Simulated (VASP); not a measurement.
GaN (zinc blende) at three volumes. Computed with G0W0 on PBE orbitals, VASP's PBE PAW potentials (set 64) (plane waves; VASP). Run with PREC = Normal, 500 eV cut-off, 4×4×4 Γ-centred mesh, Gaussian smearing of 0.010 eV, potentials Ga_d_GW N_GW_new.

The mesh is coarse and the basis finite, so the quasiparticle values are not converged.

```tsv
V (Å³/atom)	PBE gap on the mesh (eV)	G0W0 gap (eV)	PBE direct gap (eV)	G0W0 direct gap (eV)
11.08	1.92	3.10	1.92	3.10
11.54	1.65	2.74	1.65	2.74
12.00	1.40	2.38	1.40	2.38
```

Task: Estimate the volume deformation potential dE/d ln V of the smallest direct gap at both levels.

Result: From the outer points, -6.5 eV in PBE and -9.0 eV in G0W0.

Runs of the series that failed, ran out of time, didn't relax or are held back are left out.

The compound is GaN in the zinc blende structure, a metastable form; wurtzite is the usual one.
